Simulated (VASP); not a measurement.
```xyz
3
Lattice="0.0000 2.7466 2.7466 2.7466 0.0000 2.7466 2.7466 2.7466 0.0000" Properties=species:S:1:pos:R:3 pbc="T T T"
Si     1.3733     1.3733     1.3733
Si     4.1200     4.1200     4.1200
Ni     0.0000     0.0000     0.0000
```

Level of theory: optB86b-vdW, VASP's PBE PAW potentials (set 64) (plane waves; VASP). Settings: 520 eV cut-off, 10×10×10 Γ-centred mesh, first-order Methfessel-Paxton smearing of 0.10 eV, potentials Si Ni.

Problem. What does the run give for the energy per atom (σ→0), pressure, band gap (on the k-mesh) with the smallest direct gap where there is one?

Solution. 
| Quantity | Value |
|---|---|
| band gap (on the k-mesh) | none (metal, semimetal or under 0.01 eV) |
| energy per atom (σ→0) | -4.165 eV/atom |
| pressure | -4.72 GPa |

The compound is NiSi2 in the fluorite structure. This cell is one point of a volume scan, at 1.03 of the reference volume. The run is not spin-polarised, so no magnetic state was tried.
